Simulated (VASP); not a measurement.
Given:

```xyz
1
Lattice="0.0000 1.9431 1.9431 1.9431 0.0000 1.9431 1.9431 1.9431 0.0000" Properties=species:S:1:pos:R:3 pbc="T T T"
Pd     0.0000     0.0000     0.0000
```

All values below come from PBE GGA with D3 dispersion (zero damping), VASP's PBE PAW potentials (set 64) (plane waves; VASP). Run with 520 eV cut-off, 18×18×18 Γ-centred mesh, tetrahedra with Blöchl corrections, potentials Pd.

Q: Predict the energy per atom (σ→0), band gap (on the k-mesh) with the smallest direct gap where there is one.

A: 
```json
{
  "band gap (on the k-mesh)": "none (metal, semimetal or under 0.01 eV)",
  "energy per atom (σ→0)": "-5.794 eV/atom"
}
```

Total energies compare only between runs with the same potentials, cut-off and functional.

The compound is Pd in the fcc structure. It was relaxed first.
